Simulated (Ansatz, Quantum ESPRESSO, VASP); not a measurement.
Sn (Fd-3m, 2 atoms in the cell) computed with different codes at matched settings

Self-consistent single point, at a second geometry (lattice scaled by 0.98). First geometry:

```
Sn
1.0
    0.00000     3.24450     3.24450
    3.24450     0.00000     3.24450
    3.24450     3.24450     0.00000
Sn
2
Cartesian
  0.00000   0.00000   0.00000
  1.62225   1.62225   1.62225
```

Shared settings, as Ansatz (a quantum-chemistry and plane-wave program) writes them: kpoints.mp_grid.grid = 9 9 9; scf.occupations.method = fermi_dirac; scf.occupations.width = 0.05 eV. Potentials and cutoffs stand in the table.

| code | model | ΔF from the first geometry (meV/atom) | pressure (GPa) | cutoff |
|---|---|---|---|---|
| Ansatz | PBE, default PAW files | 61.9 | 6.77 | default |
| VASP | PBE, VASP's PBE PAW potentials (set 64) | 61.7 | 6.40 | 300 eV |
| Quantum ESPRESSO | PBE, GBRV 1.5 ultrasoft (PBE) pseudopotentials | 60.7 | 6.64 | 40 Ry |

The spread over the programs that give each value: ΔF from the first geometry within 1.2 meV/atom; pressure within 0.37 GPa.

Ansatz's pressure is given at a fixed set of plane waves, as the other plane-wave codes print theirs; with its correction for the finite basis it is 6.80 GPa.

VASP's run is marked for a possible Pulay error in its stress at this cutoff; no cutoff test was made.

The starting cell has typed, rounded lattice constants, without a prior relaxation at this level. For this run, on top of that: lattice scaled by 0.98.

Left out of this page: ABINIT, GPAW, CP2K, Elk, FLEUR and SIESTA (not drawn, or without a comparable value).

Keys are those of Ansatz 0.2.
